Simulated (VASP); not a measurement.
An input for Ansatz (written as the equivalent of a VASP run, and not itself run):

Ansatz 0.2 input:
```yaml
crystal:
  lattice:
    - [0.0000000, 4.6087140, 4.6087140]
    - [4.6087140, 0.0000000, 4.6087140]
    - [4.6087140, 4.6087140, 0.0000000]
  atoms:
    - { symbol: Cd, position: [0.2500000, 0.2500000, 0.2500000] }
    - { symbol: Cd, position: [0.0000000, 0.0000000, 0.0000000] }
    - { symbol: In, position: [0.1250000, 0.6250000, 0.6250000] }
    - { symbol: In, position: [0.6250000, 0.6250000, 0.1250000] }
    - { symbol: In, position: [0.6250000, 0.1250000, 0.6250000] }
    - { symbol: In, position: [0.6250000, 0.6250000, 0.6250000] }
    - { symbol: O, position: [0.8617500, 0.8617500, 0.8617500] }
    - { symbol: O, position: [0.8352500, 0.3882500, 0.3882500] }
    - { symbol: O, position: [0.8617500, 0.8617500, 0.4147500] }
    - { symbol: O, position: [0.3882500, 0.8352500, 0.3882500] }
    - { symbol: O, position: [0.4147500, 0.8617500, 0.8617500] }
    - { symbol: O, position: [0.3882500, 0.3882500, 0.3882500] }
    - { symbol: O, position: [0.8617500, 0.4147500, 0.8617500] }
    - { symbol: O, position: [0.3882500, 0.3882500, 0.8352500] }
kpoints:
  mp_grid: { grid: [4, 4, 4] }
hamiltonian:
  xc: lda
  pseudopotentials: { kind: paw }
scf:
  occupations: { method: gaussian, width: 0.02 }
  max_iter: 100
output: { forces: true, stress: true, eigenvalues: true }
```

Translate this input to VASP (INCAR, KPOINTS, POSCAR, choice of POTCAR).

One answer among several that fit: 
**POSCAR**
```
CdIn2O4
4.6087140
  0.0000000000   1.0000000000   1.0000000000
  1.0000000000   0.0000000000   1.0000000000
  1.0000000000   1.0000000000   0.0000000000
Cd In O
2 4 8
direct
  0.2500000000   0.2500000000   0.2500000000
  0.0000000000   0.0000000000   0.0000000000
  0.1250000000   0.6250000000   0.6250000000
  0.6250000000   0.6250000000   0.1250000000
  0.6250000000   0.1250000000   0.6250000000
  0.6250000000   0.6250000000   0.6250000000
  0.8617500000   0.8617500000   0.8617500000
  0.8352500000   0.3882500000   0.3882500000
  0.8617500000   0.8617500000   0.4147500000
  0.3882500000   0.8352500000   0.3882500000
  0.4147500000   0.8617500000   0.8617500000
  0.3882500000   0.3882500000   0.3882500000
  0.8617500000   0.4147500000   0.8617500000
  0.3882500000   0.3882500000   0.8352500000
```

INCAR:
```
LCHARG  =  .FALSE.
LREAL  =  Auto
LWAVE  =  .FALSE.
ALGO  =  Normal   # blocked Davidson
PREC  =  Accurate
ISIF  =  2
ISMEAR  =  0   # Gaussian
LMAXMIX  =  4   # l cut-off of mixed one-centre charges
LASPH  =  .TRUE.   # aspherical one-centre terms
SYSTEM  =  CdIn2O4
SIGMA  =  0.02
EDIFF  =  1E-04
ENCUT  =  400   # plane-wave cut-off (eV)
NELM  =  100   # most electronic steps
```

KPOINTS:
```
Automatic mesh
0
Gamma
4 4 4
0 0 0
```

POTCAR, in this order: Cd In_d O (LDA.64 set). Program: vasp_std.

What does not carry over: each code has its own PAW files, so the cut-off isn't converted (ENCUT is set for VASP's; basis.ecutwfc is left out, and Ansatz then takes the one that its files recommend); Ansatz stops its SCF on the density residual and VASP on the energy change (EDIFF); Ansatz's lda is the Perdew-Wang form, while the LDA potentials of VASP carry Perdew-Zunger's.

The structure comes from a computed database's CdIn2O4 entry; how it stands against other phases isn't given here. The cell was not relaxed at this level. The run is one of a series of settings (EDIFF = 1E-04 against the base run), some of them coarse on purpose.
